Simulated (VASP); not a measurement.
Consider the following.

```
Be
1.0
    1.11630    -1.93349     0.00000
    1.11630     1.93349     0.00000
    0.00000     0.00000     3.51270
Be
2
Direct
  0.33333   0.66667   0.25000
  0.66667   0.33333   0.75000
```

Method: PBE GGA with D3 dispersion (zero damping), VASP's PBE PAW potentials (set 64) (plane waves; VASP). Numerical set-up: 520 eV cut-off, Gaussian smearing of 0.050 eV, potentials Be.

Task: What does the run give for the band gap (along the path) with the smallest direct gap where there is one?

Result: 
```json
{
  "band gap (along the path)": "none (metal, semimetal or under 0.01 eV)"
}
```

Only differences to runs with the same potentials and settings are physical.

The compound is Be in the hcp structure. It was relaxed first, which changed the volume by -7 %.
